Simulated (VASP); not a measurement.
Here is the system:

```xyz
2
Lattice="-2.9655 2.9655 1.6149 2.9655 -2.9655 1.6149 2.9655 2.9655 -1.6149" Properties=species:S:1:pos:R:3 pbc="T T T"
Sn     2.9655     0.0000     0.8074
Sn     0.0000     0.0000     0.0000
```

These are PW91 GGA, VASP's PBE PAW potentials (set 64) (plane waves; VASP 6.6.1) values and carry that method's errors. Numerical set-up: 520 eV cut-off, Gaussian smearing of 0.050 eV, potentials Sn_d.

Unless said otherwise, spin-orbit coupling is left out, though it shifts the bands of the heavy elements here.

Question: What does the run give for the band gap (along the path) with the smallest direct gap where there is one?

Answer: 
The band gap (along the path) is none (metal, semimetal or under 0.01 eV).

Only differences to runs with the same potentials and settings are physical.

The compound is Sn in the beta structure. It was relaxed first, which changed the volume by +5 %.
